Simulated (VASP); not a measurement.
Computed with PBE GGA with D3 dispersion (zero damping), VASP's PBE PAW potentials (set 64) (plane waves; VASP).

A VASP calculation is set up with these files.

### POSCAR
```
Sn
1.0
 -2.9150000000   2.9150000000   1.5900000000
  2.9150000000  -2.9150000000   1.5900000000
  2.9150000000   2.9150000000  -1.5900000000
Sn
2
Direct
  0.2500000000   0.7500000000   0.5000000000
  0.0000000000   0.0000000000   0.0000000000
```

INCAR:
```
SYSTEM = Sn
PREC = Accurate
ENCUT = 520
EDIFF = 1E-6
NELM = 100
ALGO = Normal
LREAL = .FALSE.
LASPH = .TRUE.
ISMEAR = 1
SIGMA = 0.1
GGA = PE
IVDW = 11
LMAXMIX = 4
LWAVE = .FALSE.
LCHARG = .FALSE.
IBRION = 2
ISIF = 3
NSW = 60
EDIFFG = -0.01
```

### KPOINTS
```
Automatic
0
G
12 12 12
```

POTCAR, in this order: Sn_d (PBE.64 set). Program: vasp_std.

Output

### OSZICAR
```
       N       E                     dE             d eps       ncg     rms          rms(c)
DAV:   1     0.202501175995E+03    0.20250E+03   -0.15021E+04  5888   0.243E+03
DAV:   2     0.103925540236E+02   -0.19211E+03   -0.18987E+03  5872   0.451E+02
DAV:   3    -0.706321443995E+01   -0.17456E+02   -0.17244E+02  6652   0.139E+02
DAV:   4    -0.759130962709E+01   -0.52810E+00   -0.52633E+00  6712   0.264E+01
DAV:   5    -0.761134844584E+01   -0.20039E-01   -0.20037E-01  7938   0.472E+00    0.241E+00
DAV:   6    -0.759477670450E+01    0.16572E-01   -0.34807E-02  7598   0.293E+00    0.135E+00
DAV:   7    -0.759049983429E+01    0.42769E-02   -0.21583E-02  7620   0.227E+00    0.168E-01
DAV:   8    -0.759042592884E+01    0.73905E-04   -0.20080E-03  6864   0.666E-01    0.361E-02
DAV:   9    -0.759043464867E+01   -0.87198E-05   -0.58965E-05  7526   0.810E-02    0.139E-02
DAV:  10    -0.759043273251E+01    0.19162E-05   -0.74930E-06  7084   0.403E-02    0.201E-03
DAV:  11    -0.759043274772E+01   -0.15216E-07   -0.28268E-07  3198   0.775E-03
   1 F= -.79970360E+01 E0= -.79968841E+01  d E =-.799704E+01
       N       E                     dE             d eps       ncg     rms          rms(c)
DAV:   1    -0.801222473017E+01   -0.42179E+00   -0.95402E+00  6398   0.559E+01    0.337E+00
DAV:   2    -0.769183517084E+01    0.32039E+00   -0.55597E-01  7104   0.130E+01    0.155E+00
DAV:   3    -0.761369750493E+01    0.78138E-01   -0.25530E-01  7652   0.828E+00    0.190E-01
DAV:   4    -0.761022510765E+01    0.34724E-02   -0.10280E-02  6732   0.138E+00    0.676E-02
DAV:   5    -0.760984841496E+01    0.37669E-03   -0.54182E-04  7596   0.296E-01    0.299E-02
DAV:   6    -0.760981366688E+01    0.34748E-04   -0.64921E-05  6140   0.116E-01    0.525E-03
DAV:   7    -0.760981247258E+01    0.11943E-05   -0.27369E-06  5392   0.186E-02    0.113E-03
DAV:   8    -0.760981293857E+01   -0.46600E-06   -0.46322E-07  3070   0.857E-03
   2 F= -.80039756E+01 E0= -.80037837E+01  d E =-.693959E-02
       N       E                     dE             d eps       ncg     rms          rms(c)
DAV:   1    -0.762843745460E+01   -0.18625E-01   -0.46666E-01  6386   0.117E+01    0.773E-01
DAV:   2    -0.761168974946E+01    0.16748E-01   -0.30171E-02  7050   0.300E+00    0.349E-01
DAV:   3    -0.760782404363E+01    0.38657E-02   -0.12061E-02  7644   0.182E+00    0.454E-02
DAV:   4    -0.760767157477E+01    0.15247E-03   -0.42715E-04  6270   0.268E-01    0.137E-02
DAV:   5    -0.760766382367E+01    0.77511E-05   -0.24050E-05  7910   0.474E-02    0.649E-03
DAV:   6    -0.760766447950E+01   -0.65584E-06   -0.18447E-06  3722   0.208E-02
   3 F= -.80046007E+01 E0= -.80044130E+01  d E =-.756467E-02
       N       E                     dE             d eps       ncg     rms          rms(c)
DAV:   1    -0.760794962222E+01   -0.28580E-03   -0.22055E-03  6388   0.810E-01    0.529E-02
DAV:   2    -0.760787358192E+01    0.76040E-04   -0.13991E-04  7076   0.205E-01    0.239E-02
DAV:   3    -0.760785455845E+01    0.19023E-04   -0.57516E-05  7474   0.126E-01    0.304E-03
DAV:   4    -0.760785203439E+01    0.25241E-05   -0.18408E-06  3412   0.189E-02    0.109E-03
DAV:   5    -0.760785148313E+01    0.55127E-06   -0.34635E-07  2992   0.851E-03
   4 F= -.80045977E+01 E0= -.80044095E+01  d E =-.756167E-02
       N       E                     dE             d eps       ncg     rms          rms(c)
DAV:   1    -0.760842354758E+01   -0.57151E-03   -0.29349E-02  6906   0.250E+00    0.183E-01
DAV:   2    -0.760750733924E+01    0.91621E-03   -0.18891E-03  7266   0.756E-01    0.924E-02
DAV:   3    -0.760721969575E+01    0.28764E-03   -0.83559E-04  7596   0.475E-01    0.172E-02
DAV:   4    -0.760721875472E+01    0.94102E-06   -0.84104E-05  6418   0.121E-01    0.560E-03
DAV:   5    -0.760721889370E+01   -0.13898E-06   -0.30760E-06  5078   0.262E-02
   5 F= -.80046610E+01 E0= -.80044580E+01  d E =-.633476E-04
       N       E                     dE             d eps       ncg     rms          rms(c)
DAV:   1    -0.760718899737E+01    0.29757E-04   -0.74140E-05  6888   0.127E-01    0.876E-03
DAV:   2    -0.760718655283E+01    0.24445E-05   -0.42416E-06  4770   0.367E-02    0.445E-03
DAV:   3    -0.760718592998E+01    0.62284E-06   -0.22327E-06  3708   0.235E-02
   6 F= -.80046620E+01 E0= -.80044582E+01  d E =-.643038E-04
       N       E                     dE             d eps       ncg     rms          rms(c)
DAV:   1    -0.760794384521E+01   -0.75729E-03   -0.15833E-02  6770   0.141E+00    0.124E-01
DAV:   2    -0.760753225067E+01    0.41159E-03   -0.81194E-04  7050   0.511E-01    0.721E-02
DAV:   3    -0.760734415470E+01    0.18810E-03   -0.49847E-04  7422   0.366E-01    0.131E-02
DAV:   4    -0.760734317285E+01    0.98185E-06   -0.87139E-05  6848   0.139E-01    0.600E-03
DAV:   5    -0.760734212564E+01    0.10472E-05   -0.18800E-06  4006   0.318E-02    0.157E-03
DAV:   6    -0.760734228307E+01   -0.15743E-06   -0.10031E-06  3016   0.144E-02
   7 F= -.80046838E+01 E0= -.80044635E+01  d E =-.217892E-04
```

OUTCAR:
```
------------------------ aborting loop because EDIFF is reached ----------------------------------------
 Edisp (eV)   -0.39734
  FORCE on cell =-STRESS in cart. coord.  units (eV):
  Direction    XX          YY          ZZ          XY          YZ          ZX
  --------------------------------------------------------------------------------------
  Total      -0.00861    -0.00861    -0.00604     0.00000     0.00000     0.00000
  in kB      -0.24821    -0.24821    -0.17413     0.00000     0.00000     0.00000
  external pressure =       -0.22 kB  Pullay stress =        0.00 kB
  volume of cell :       55.58
      direct lattice vectors                 reciprocal lattice vectors
    -2.949980728  2.949980728  1.596652748     0.000000000  0.169492633  0.313155131
     2.949980728 -2.949980728  1.596652748     0.169492633  0.000000000  0.313155131
     2.949980728  2.949980728 -1.596652748     0.169492633  0.169492633  0.000000000
 POSITION                                       TOTAL-FORCE (eV/Angst)
 -----------------------------------------------------------------------------------
      2.94998      0.00000      0.79833         0.000000     -0.000000      0.000000
      0.00000     -0.00000      0.00000        -0.000000      0.000000     -0.000000
 -----------------------------------------------------------------------------------
    total drift:                               -0.000000     -0.000000      0.000000
  FREE ENERGIE OF THE ION-ELECTRON SYSTEM (eV)
  ---------------------------------------------------
  free  energy   TOTEN  =        -8.0046837919 eV

  energy  without entropy=       -8.0040230635  energy(sigma->0) =       -8.00446355

 reached required accuracy - stopping structural energy minimisation
```
(Selected blocks of OUTCAR.)

**CONTCAR**
```
Sn
   1.00000000000000
    -2.9499807278691099    2.9499807278691099    1.5966527477250738
     2.9499807278691099   -2.9499807278691099    1.5966527477250738
     2.9499807278691099    2.9499807278691099   -1.5966527477250738
  Sn
     2
Direct
     0.2500000000000000    0.7500000000000000    0.5000000000000000
     0.0000000000000000    0.0000000000000000    0.0000000000000000
```

Energy and stress use the plane-wave basis of the starting cell.

The compound is Sn in the beta structure. This run relaxes it. Symmetry was kept, so distortions that lower it aren't found.
